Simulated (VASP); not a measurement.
Here is the system:

```xyz
6
Lattice="-1.9015 1.9015 4.8525 1.9015 -1.9015 4.8525 1.9015 1.9015 -4.8525" Properties=species:S:1:pos:R:3 pbc="T T T"
Ti     0.0000     1.9015     2.4262
Ti     0.0000     0.0000     0.0000
O      0.0000     1.9015     0.4219
O      0.0000     0.0000     7.7006
O      0.0000     0.0000     2.0043
O      0.0000     1.9015     4.4306
```

Computed with PBE GGA with spin-orbit coupling, VASP's PBE PAW potentials (set 64) (plane waves; VASP). Settings: 520 eV cut-off, 7×7×7 Γ-centred mesh, Gaussian smearing of 0.050 eV, potentials Ti_sv O.

### Question
Give the energies of bands 39 to 52 at the high-symmetry points, in eV from the valence-band maximum.

### Answer

```json
[
 {"band": "39", "Γ": "-0.82", "X": "-2.57", "P": "-2.86", "N": "-1.90", "M": "-1.34", "S": "-1.79", "R": "-2.68"},
 {"band": "40", "Γ": "-0.82", "X": "-2.57", "P": "-2.86", "N": "-1.90", "M": "-1.34", "S": "-1.79", "R": "-2.68"},
 {"band": "41", "Γ": "-0.79", "X": "-1.98", "P": "-1.55", "N": "-1.88", "M": "-1.24", "S": "-1.18", "R": "-1.82"},
 {"band": "42", "Γ": "-0.79", "X": "-1.98", "P": "-1.55", "N": "-1.88", "M": "-1.24", "S": "-1.18", "R": "-1.82"},
 {"band": "43", "Γ": "-0.78", "X": "-1.98", "P": "-1.55", "N": "-0.88", "M": "-1.24", "S": "-0.90", "R": "-1.81"},
 {"band": "44", "Γ": "-0.78", "X": "-1.98", "P": "-1.55", "N": "-0.88", "M": "-1.24", "S": "-0.90", "R": "-1.81"},
 {"band": "45", "Γ": "-0.43", "X": "-0.05", "P": "-0.24", "N": "-0.86", "M": "-0.11", "S": "-0.83", "R": "-0.09"},
 {"band": "46", "Γ": "-0.43", "X": "-0.05", "P": "-0.24", "N": "-0.86", "M": "-0.11", "S": "-0.83", "R": "-0.09"},
 {"band": "47", "Γ": "-0.42", "X": "-0.05", "P": "-0.24", "N": "-0.64", "M": "-0.11", "S": "-0.83", "R": "-0.09"},
 {"band": "48", "Γ": "-0.42", "X": "-0.05", "P": "-0.24", "N": "-0.64", "M": "-0.11", "S": "-0.83", "R": "-0.09"},
 {"band": "49", "Γ": "2.09", "X": "3.19", "P": "3.41", "N": "3.16", "M": "2.41", "S": "3.16", "R": "3.17"},
 {"band": "50", "Γ": "2.09", "X": "3.19", "P": "3.41", "N": "3.16", "M": "2.41", "S": "3.16", "R": "3.17"},
 {"band": "51", "Γ": "2.76", "X": "3.19", "P": "3.42", "N": "3.44", "M": "2.41", "S": "3.39", "R": "3.17"},
 {"band": "52", "Γ": "2.76", "X": "3.19", "P": "3.42", "N": "3.44", "M": "2.41", "S": "3.39", "R": "3.17"}
]
```

The gap is indirect, 2.09 eV, from the valence maximum at (-0.43, 0.43, 0.00) to the conduction minimum at Γ.

The compound is TiO2 in the anatase structure, one of several forms; rutile is the usual stable one. It was relaxed first.
